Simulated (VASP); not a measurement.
# CaI (P-6m2) in VASP: single point with r2SCAN

Aim: the single point of CaI with r2SCAN.

Program: VASP 6.6.1. These are calculated values, not measurements. Logs are shortened: lines on timing, memory, paths and dates and some standing lists are left out, and cuts for length are marked.

## Step 1: Starting point

It takes space group P-6m2 (No. 187, hexagonal). The conventional cell has a = 4.147 Å, b = 4.147 Å, c = 4.576 Å, α = 90.00°, β = 90.00°, γ = 120.00°. Around Ca (site symmetry -6m2) lie 6 I at 3.31 Å. I (site symmetry -6m2) has 6 Ca at 3.31 Å as nearest neighbours.

The cell comes from a database or a generator and needn't be the stable form of this composition.

## Step 2: Single point, r2SCAN

POSCAR reads:

```
CaI
1.0
    4.1468204634      0.0000000000      0.0000000000
   -2.0734102317      3.5912518662      0.0000000000
    0.0000000000      0.0000000000      4.5762290000
Ca I
1 1
Direct
    0.0000000000      0.0000000000      0.5000000000
    0.6666666700      0.3333333300      0.0000000000
```

INCAR.step1 reads:

```
SYSTEM = CaI
PREC     = Accurate       ! precision mode
ENCUT    = 520            ! plane-wave cutoff, eV
ISMEAR   = 0              ! smearing method
SIGMA    = 0.1            ! smearing width, eV
LREAL    = .False.        ! projectors in reciprocal space
LASPH    = .True.         ! aspherical terms in the spheres
NELM     = 100            ! most SCF steps
NBANDS   = 16             ! bands
GGA      = PE             ! functional
ALGO     = Normal         ! electronic algorithm
EDIFF    = 1E-4           ! SCF threshold, eV
LWAVE    = .True.         ! write WAVECAR
LCHARG   = .False.        ! write CHGCAR
```

INCAR.step2 reads:

```
SYSTEM = CaI
PREC     = Accurate       ! precision mode
ENCUT    = 520            ! plane-wave cutoff, eV
EDIFF    = 1E-6           ! SCF threshold, eV
ISMEAR   = 0              ! smearing method
SIGMA    = 0.1            ! smearing width, eV
LREAL    = .False.        ! projectors in reciprocal space
LASPH    = .True.         ! aspherical terms in the spheres
NELM     = 100            ! most SCF steps
ALGO     = Normal         ! electronic algorithm
ISIF     = 2              ! what is computed and relaxed
LWAVE    = .False.        ! write WAVECAR
LCHARG   = .False.        ! write CHGCAR
METAGGA  = R2SCAN         ! meta-GGA
LMIXTAU  = .True.       
NBANDS   = 16             ! bands
ISTART   = 1
```

KPOINTS reads:

```
regular mesh
0
Gamma
  6 6 4
  0 0 0
```

Potentials or basis: VASP PAW PBE potentials, release 64 (Ca_sv, I).

The run is started by

```
cat potpaw_PBE.64/Ca_sv/POTCAR potpaw_PBE.64/I/POTCAR > POTCAR
cp INCAR.step1 INCAR
mpirun -np 1 vasp_std > vasp.out
cp INCAR.step2 INCAR
mpirun -np 1 vasp_std > vasp.out
```

OUTCAR:

```text
SYSTEM = CaI
   PREC = Accurate
   ENCUT = 520
   EDIFF = 1E-6
   ISMEAR = 0
   LREAL = .False.
   LASPH = .True.
   NELM = 100
   ISIF = 2
   METAGGA = R2SCAN
   ISTART = 1

 ion  position               nearest neighbor table
   1  0.000  0.000  0.500-   2 3.31   2 3.31   2 3.31   2 3.31   2 3.31   2 3.31
   2  0.667  0.333  0.000-   1 3.31   1 3.31   1 3.31   1 3.31   1 3.31   1 3.31

  LATTYP: Found a hexagonal cell.
 ALAT       =     4.1468204634
 C/A-ratio  =     1.1035512727

  Lattice vectors:

 A1 = (   4.1468204634,   0.0000000000,   0.0000000000)
 A2 = (  -2.0734102317,   3.5912518662,   0.0000000000)
 A3 = (   0.0000000000,   0.0000000000,   4.5762290000)

Analysis of symmetry for initial positions (statically):
=====================================================================
 Subroutine PRICEL returns:
 Original cell was already a primitive cell.

 Routine SETGRP: Setting up the symmetry group for a
 hexagonal supercell.

 Subroutine GETGRP returns: Found 12 space group operations
 (whereof 12 operations were pure point group operations)
 out of a pool of 24 trial point group operations.

The static configuration has the point symmetry D_3h.

Analysis of symmetry for dynamics (positions and initial velocities):
=====================================================================
 Subroutine PRICEL returns:
 Original cell was already a primitive cell.

 Routine SETGRP: Setting up the symmetry group for a
 hexagonal supercell.

 Subroutine GETGRP returns: Found 12 space group operations
 (whereof 12 operations were pure point group operations)
 out of a pool of 24 trial point group operations.

The dynamic configuration has the point symmetry D_3h.

 Subroutine INISYM returns: Found 12 space group operations
 (whereof 12 operations are pure point group operations),
 and found     1 'primitive' translations

----------------------------------------------------------------------------------------

                                     Primitive cell

  volume of cell :      68.1505

  direct lattice vectors                    reciprocal lattice vectors
     4.146820463  0.000000000  0.000000000     0.241148612  0.139227216  0.000000000
    -2.073410232  3.591251866  0.000000000     0.000000000  0.278454432  0.000000000
     0.000000000  0.000000000  4.576229000     0.000000000  0.000000000  0.218520533

  length of vectors
     4.146820463  4.146820463  4.576229000     0.278454432  0.278454432  0.218520533

  position of ions in fractional coordinates (direct lattice)
     0.000000000  0.000000000  0.500000000
     0.666666670  0.333333330  0.000000000

  ion indices of the primitive-cell ions
   primitive index   ion index
                 1           1
                 2           2

----------------------------------------------------------------------------------------

 KPOINTS: regular mesh

Automatic generation of k-mesh.
 Grid dimensions read from file:
 generate k-points for:    6    6    4

 Generating k-lattice:

  Cartesian coordinates                     Fractional coordinates (reciprocal lattice)
     0.040191435  0.023204536  0.000000000     0.166666667  0.000000000  0.000000000
     0.000000000  0.046409072  0.000000000     0.000000000  0.166666667  0.000000000
     0.000000000  0.000000000  0.054630133     0.000000000  0.000000000  0.250000000

  Length of vectors
     0.046409072  0.046409072  0.054630133

  Shift w.r.t. Gamma in fractional coordinates (k-lattice)
     0.000000000  0.000000000  0.000000000

 Subroutine IBZKPT returns following result:
 ===========================================

 Found     21 irreducible k-points:

 Following reciprocal coordinates:
            Coordinates               Weight
  0.000000  0.000000  0.000000      1.000000
  0.166667  0.000000  0.000000      6.000000
  0.333333  0.000000  0.000000      6.000000
  0.500000  0.000000  0.000000      3.000000
  0.166667  0.166667  0.000000      6.000000
  0.333333  0.166667  0.000000     12.000000
[... 13 lines left out ...]
  0.333333  0.166667  0.500000     12.000000
  0.333333  0.333333  0.500000      2.000000
   k-points           NKPTS =     21   k-points in BZ     NKDIM =     21   number of bands    NBANDS=     16
   number of dos      NEDOS =    301   number of ions     NIONS =      2
   total plane-waves  NPLWV =  36864
   dimension x,y,z NGX =    32 NGY =   32 NGZ =   36
   dimension x,y,z NGXF=    64 NGYF=   64 NGZF=   72
   ions per type =               1   1
   NGX,Y,Z   is equivalent  to a cutoff of  12.83, 12.83, 13.08 a.u.
   NGXF,Y,Z  is equivalent  to a cutoff of  25.66, 25.66, 26.16 a.u.
 SYSTEM =  CaI
   PREC   = accura    normal or accurate (medium, high low for compatibility)
   ISTART =      1    job   : 0-new  1-cont  2-samecut
   ICHARG =      0    charge: 1-file 2-atom 10-const
   ISPIN  =      1    spin polarized calculation?
   LNONCOLLINEAR =      F non collinear calculations
   LSORBIT =      F    spin-orbit coupling
   LASPH  =      T    aspherical Exc in radial PAW
   ENCUT  =  520.0 eV  38.22 Ry    6.18 a.u.   7.71  7.71  8.51*2*pi/ulx,y,z
   NELM   =    100;   NELMIN=  2; NELMDL=  0     # of ELM steps
   EDIFF  = 0.1E-05   stopping-criterion for ELM
   LREAL  =      F    real-space projection
   EDIFFG = 0.1E-04   stopping-criterion for IOM
   NSW    =      0    number of steps for IOM
   IBRION =     -1    ionic relax: 0-MD 1-quasi-New 2-CG
   NFREE  =      0    steps in history (QN), initial steepest desc. (CG)
   ISIF   =      2    stress and relaxation
   ISYM   =      2    0-nonsym 1-usesym 2-fastsym
   POTIM  = 0.5000    time-step for ionic-motion
   TEBEG  =    0.0;   TEEND  =   0.0 temperature during run
   PSTRESS=    0.0 pullay stress
   NELECT =      17.0000    total number of electrons
   NUPDOWN=      -1.0000    fix difference up-down
   EMIN   =  10.00;   EMAX   =-10.00  energy-range for DOS
   EFERMI =   0.00;   METHOD = LEGACY
   ISMEAR =     0;   SIGMA  =   0.10  broadening in eV -4-tet -1-fermi 0-gaus
   EFERMI_NEDOS =   21; number of points for ismear=-14 and -15
   IALGO  =     38    algorithm
   IMIX   =      4    mixing-type and parameters
     AMIX     =   0.40;   BMIX     =  1.00
     AMIX_MAG =   1.60;   BMIX_MAG =  1.00
  volume/ion in A,a.u.               =      34.08       229.95
  Fermi-wavevector in a.u.,A,eV,Ry     =   1.030548  1.947453 14.449782  1.062029
  Thomas-Fermi vector in A             =   2.164652
   LORBIT       =      0    0 simple, 1 ext, 2 COOP (PROOUT), +10 PAW based schemes
   METAGGA = R2SCAN    functional components
   LHFCALC =     F    Hartree Fock is set to
   AEXX    =    0.0000 exact exchange contribution
   IVDW    =     0    specifies the selected vdW correction
   LEPSILON=     F    determine dielectric tensor
   LRPA    =     F    only Hartree local field effects (RPA)
 non-spin polarized calculation
 Gauss-broadening in eV      SIGMA  =   0.10
  energy-cutoff  :      520.00
  volume of cell :       68.15
 maximum number of plane-waves:      1871
 NGX is ok and might be reduce to    32
   NGX = 15   NGY = 15   NGZ = 17

 number of electron      17.0000000 magnetization

 Free energy of the ion-electron system (eV)
  ---------------------------------------------------
  ext. energy  EPLUGINS =         0.00000000
  ---------------------------------------------------
  free energy    TOTEN  =       -33.80959974 eV

  energy without entropy =      -33.79431150  energy(sigma->0) =      -33.80195562

 E-fermi :   5.7925     XC(G=0):  -9.0963

 val. band max:        5.7401370191   @ k =   0.1667   0.1667   0.5000
 cond. band min:       5.8513751995   @ k =   0.3333   0.1667   0.2500
 fundamental gap:      0.1112381804
 Fermi energy:         5.7925059208

 k-point     1 :       0.0000    0.0000    0.0000
  band No.  band energies     occupation
      1     -38.6055      2.00000
      2     -18.8029      2.00000
      3     -18.6910      2.00000
      4     -18.6910      2.00000
      5     -10.1610      2.00000
      6       0.4517      2.00000
[... 8 lines left out ...]
     15      10.9678      0.00000
     16      11.3652      0.00000

 k-point     2 :       0.1667    0.0000    0.0000
  band No.  band energies     occupation
      1     -38.6044      2.00000
      2     -18.7999      2.00000
      3     -18.7092      2.00000
      4     -18.6950      2.00000
      5     -10.0396      2.00000
      6       0.4902      2.00000
[... 8 lines left out ...]
     15      10.6757      0.00000
     16      12.0134      0.00000

 k-point     3 :       0.3333    0.0000    0.0000
  band No.  band energies     occupation
      1     -38.6021      2.00000
      2     -18.7940      2.00000
      3     -18.7452      2.00000
      4     -18.7031      2.00000
      5      -9.7774      2.00000
      6      -0.5542      2.00000
[... 8 lines left out ...]
     15      10.8243      0.00000
     16      11.4938      0.00000

 k-point     4 :       0.5000    0.0000    0.0000
  band No.  band energies     occupation
      1     -38.6010      2.00000
      2     -18.7910      2.00000
      3     -18.7629      2.00000
      4     -18.7071      2.00000
      5      -9.6346      2.00000
      6      -1.0955      2.00000
[... 8 lines left out ...]
     15       9.8310      0.00000
     16      11.4824      0.00000

 k-point     5 :       0.1667    0.1667    0.0000
  band No.  band energies     occupation
      1     -38.6027      2.00000
      2     -18.7955      2.00000
      3     -18.7328      2.00000
      4     -18.7045      2.00000
      5      -9.8462      2.00000
      6      -0.1311      2.00000
[... 8 lines left out ...]
     15      10.8995      0.00000
     16      11.5142      0.00000

 k-point     6 :       0.3333    0.1667    0.0000
  band No.  band energies     occupation
      1     -38.6010      2.00000
      2     -18.7910      2.00000
      3     -18.7538      2.00000
      4     -18.7163      2.00000
      5      -9.6371      2.00000
      6      -0.8126      2.00000
[... 8 lines left out ...]
     15      10.6447      0.00000
     16      11.2098      0.00000
[... 210 lines left out ...]
 k-point    18 :       0.5000    0.0000    0.5000
  band No.  band energies     occupation
      1     -38.6004      2.00000
      2     -18.8104      2.00000
      3     -18.7549      2.00000
      4     -18.7045      2.00000
      5      -9.5721      2.00000
      6      -0.6876      2.00000
[... 8 lines left out ...]
     15       9.8142      0.00000
     16      10.5800      0.00000

 k-point    19 :       0.1667    0.1667    0.5000
  band No.  band energies     occupation
      1     -38.6021      2.00000
      2     -18.8190      2.00000
      3     -18.7273      2.00000
      4     -18.7019      2.00000
      5      -9.7160      2.00000
      6      -0.7467      2.00000
[... 8 lines left out ...]
     15      10.5012      0.00000
     16      11.1766      0.00000

 k-point    20 :       0.3333    0.1667    0.5000
  band No.  band energies     occupation
      1     -38.6005      2.00000
      2     -18.8104      2.00000
      3     -18.7465      2.00000
      4     -18.7130      2.00000
      5      -9.5727      2.00000
      6      -0.4518      2.00000
[... 8 lines left out ...]
     15      10.0195      0.00000
     16      10.2778      0.00000

 k-point    21 :       0.3333    0.3333    0.5000
  band No.  band energies     occupation
      1     -38.5999      2.00000
      2     -18.8076      2.00000
      3     -18.7371      2.00000
      4     -18.7325      2.00000
      5      -9.5228      2.00000
      6      -0.2366      2.00000
[... 8 lines left out ...]
     15       9.6188      0.00000
     16      11.6240      0.00000

------------------------ aborting loop because EDIFF is reached ----------------------------------------

  FORCE on cell =-STRESS in cart. coord.  units (eV):
  Direction    XX          YY          ZZ          XY          YZ          ZX
  --------------------------------------------------------------------------------------
  -------------------------------------------------------------------------------------
  Total       -0.0934612     -0.0934612     -0.7541613      0.0000000     -0.0000000     -0.0000000
  in kB       -2.1972171     -2.1972171    -17.7298868      0.0000000     -0.0000000     -0.0000000
  external PRESSURE =      -7.3747737 kB  Pullay stress =       0.0000000 kB

 VOLUME and BASIS-vectors are now :
 -----------------------------------------------------------------------------
  energy-cutoff  :      520.00
  volume of cell :       68.15
      direct lattice vectors                 reciprocal lattice vectors
     4.146820463  0.000000000  0.000000000     0.241148612  0.139227216  0.000000000
    -2.073410232  3.591251866  0.000000000     0.000000000  0.278454432  0.000000000
     0.000000000  0.000000000  4.576229000     0.000000000  0.000000000  0.218520533

 POSITION                                       TOTAL-FORCE (eV/Angst)
 -----------------------------------------------------------------------------------
      0.00000      0.00000      2.28811         0.000000     -0.000000      0.000000
      2.07341      1.19708      0.00000        -0.000000      0.000000      0.000000
 -----------------------------------------------------------------------------------
    total drift:                               -0.000010      0.000006      0.000000

  FREE ENERGIE OF THE ION-ELECTRON SYSTEM (eV)
  ---------------------------------------------------
  free  energy   TOTEN  =       -33.8095997419 eV

  energy  without entropy=      -33.7943115034  energy(sigma->0) =      -33.80195562
```

Wall time 55 s (1 thread of Intel Xeon Platinum 8559C (Emerald Rapids), shared host); peak memory 0.21 GiB.

Results:

```
Free energy            : -33.8096 eV
Pressure               : -0.7 GPa
Band gap on the k mesh : none (metal or under the smearing width)
```

Levels at points of the mesh, in eV from the Fermi level:
```csv
k point,band 5,band 6,band 7,band 8,band 9,band 10,band 11,band 12,band 13,band 14
"(0.00, 0.00, 0.00)",-15.95,-5.34,-4.12,-4.12,-1.46,0.86,2.38,2.38,2.63,2.63
"(0.50, 0.00, 0.00)",-15.43,-6.89,-5.17,-4.64,-0.15,1.27,2.13,2.28,3.04,3.45
"(0.00, 0.00, 0.50)",-15.72,-7.10,-4.01,-4.01,1.44,1.58,1.58,2.36,2.36,2.59
"(0.50, 0.00, 0.50)",-15.36,-6.48,-6.14,-4.76,-0.63,1.85,2.50,3.37,3.63,3.81
```

Caveat: the PAW data sets were made with another functional, which shifts forces and pressure a little; an odd number of electrons without spin polarisation forces a metal; a magnetic or distorted state may lie lower. The run has no spin-orbit coupling, so splittings on I are missing.
